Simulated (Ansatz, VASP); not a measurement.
Two plane-wave programs on HfTa

```
CELL_PARAMETERS angstrom
2.54753 -5.29709 0.00000
2.54753 5.29709 0.00000
0.00000 0.00000 3.08666
ATOMIC_POSITIONS crystal
Hf 0.62258 0.37742 0.25000
Hf 0.37742 0.62258 0.75000
Ta 0.89189 0.10811 0.25000
Ta 0.10811 0.89189 0.75000
```

Alike in both runs: functional PBE; k mesh 4 × 4 × 4; occupations gaussian, width 0.1 eV; no spin polarisation.

Ansatz relaxed the structure, and its values are those at the end. VASP's run is a single point on that final structure, the one shown.

|  | VASP | Ansatz |
| --- | --- | --- |
| version | VASP 6.6.1 | Ansatz 0.2.0 |
| potentials or method | VASP PAW PBE potentials, release 64 (Hf_pv, Ta_pv) | scalar-relativistic, plane waves, PAW |
| plane-wave cutoff (eV) | 520 | 420 |
| valence electrons in the cell | 42 | 78 |

Ansatz gave:

| Quantity | Value |
| --- | --- |
| gap on the k mesh at the Fermi level (eV) | none |
| pressure (GPa) | 0.0 |
| rms of the force components (eV/Å) | 0.005 |

**Question.** Estimate VASP's values.

**Answer.** gap on the k mesh at the Fermi level (eV): none; pressure (GPa): -0.2; rms of the force components (eV/Å): 0.006.

A gap of «none» marks a metal or a gap that the smearing closes. The two sets of potentials don't hold the same shells in valence.

Caveats: the k mesh is coarse (spacing up to 0.51 Å⁻¹), so the values aren't converged. The runs have no spin-orbit coupling, so splittings on Hf, Ta are missing.
